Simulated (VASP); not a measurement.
An input for Quantum ESPRESSO's pw.x (written as the equivalent of a VASP run, and not itself run):

```
&CONTROL
  calculation = 'vc-relax'
  pseudo_dir = './pseudo'
  outdir = './out'
  tprnfor = .true.
  tstress = .true.
  nstep = 40
  forc_conv_thr = 0.00078
/
&SYSTEM
  ibrav = 0
  nat = 2
  ntyp = 2
  ecutwfc = 92
  occupations = 'smearing'
  smearing = 'methfessel-paxton'
  degauss = 0.00735
  input_dft = 'pbe'
/
&ELECTRONS
  conv_thr = 7.3e-08
  electron_maxstep = 100
/
&IONS
/
&CELL
/
ATOMIC_SPECIES
  Zn 65.380 Zn.upf
  Cu 63.546 Cu.upf
CELL_PARAMETERS angstrom
     2.9688577    0.0000000   -0.0000000
     0.0000000    2.9688577    0.0000000
    -0.0000000    0.0000000    2.9688577
ATOMIC_POSITIONS crystal
  Zn   0.5000000  0.5000000  0.5000000
  Cu   0.0000000  0.0000000  0.0000000
K_POINTS automatic
  12 12 12 0 0 0
```

Question: Translate this input to VASP (INCAR, KPOINTS, POSCAR, choice of POTCAR).

Answer: Several could match; the one computed here: 
### KPOINTS
```
Automatic mesh
0
Gamma
12 12 12
0 0 0
```

### INCAR
```
PREC = Accurate
SYSTEM = CuZn
ENCUT = 500
GGA = PE   ! PBE
ALGO = Normal
IBRION = 2   ! conjugate gradients
NELM = 100   ! most electronic steps
ISMEAR = 1   ! Methfessel-Paxton
LWAVE = .False.
SIGMA = 0.1
EDIFF = 1E-6   ! SCF stop (eV)
EDIFFG = -0.02   ! ionic stop
LREAL = .False.   ! projection in real space or not
LMAXMIX = 4   ! l cut-off of mixed one-centre charges
ISIF = 3   ! ions, shape and volume
LCHARG = .False.
LASPH = .True.   ! aspherical one-centre terms
NSW = 40   ! most ionic steps
```

POSCAR:
```
CuZn
1.0
  2.9688576508   0.0000000000   0.0000000000
  0.0000000000   2.9688576508   0.0000000000
  0.0000000000   0.0000000000   2.9688576508
Zn Cu
1 1
direct
  0.5000000000   0.5000000000   0.5000000000
  0.0000000000   0.0000000000   0.0000000000
```

POTCAR, in this order: Zn Cu (PBE.64 set). Program: vasp_std.

The two are equivalent in intent, not identical: the potentials are each code's own (VASP's PAW set, PseudoDojo norm-conserving files in pw.x), so ENCUT and ecutwfc are chosen apart and not converted; conv_thr bounds pw.x's estimated SCF error, while EDIFF bounds the energy change between steps; forc_conv_thr acts on force components and is met together with etot_conv_thr.

The compound is CuZn in the CsCl type structure. It was relaxed first.
